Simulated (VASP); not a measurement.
Input of a VASP 6.6.1 run:

Contents of INCAR:

```
SYSTEM = CaSc
  ALGO = Fast
  EDIFF = 1E-7
  ENCUT = 520
  GGA = PE
  ISIF = 2
  ISMEAR = 0
  LASPH = .TRUE.
  LCHARG = .FALSE.
  LREAL = .FALSE.
  LWAVE = .FALSE.
  NBANDS = 18
  NELM = 60
  PREC = Accurate
  SIGMA = 0.1
```

The input KPOINTS:

```
k-points
0
G
  16 16 16
  0 0 0
```

POSCAR

```
CaSc
1.0
    0.0000000000      3.2318697070      3.2318697070
    3.2318697070      0.0000000000      3.2318697070
    3.2318697070      3.2318697070      0.0000000000
Ca Sc
1 1
Direct
    0.5000000000      0.5000000000      0.5000000000
    0.0000000000      0.0000000000      0.0000000000
```

Potentials or basis: VASP PAW PBE potentials, release 64 (Ca_sv, Sc_sv).

The run is started by

```sh
$ cat potpaw_PBE.64/Ca_sv/POTCAR potpaw_PBE.64/Sc_sv/POTCAR > POTCAR
$ mpirun -np 1 vasp_std > vasp.out
```

Question: What does it give for the band gap on the k mesh?

Answer: None (metal or under the smearing width).

Question: What does it give for the pressure?

Answer: 0.0 GPa.
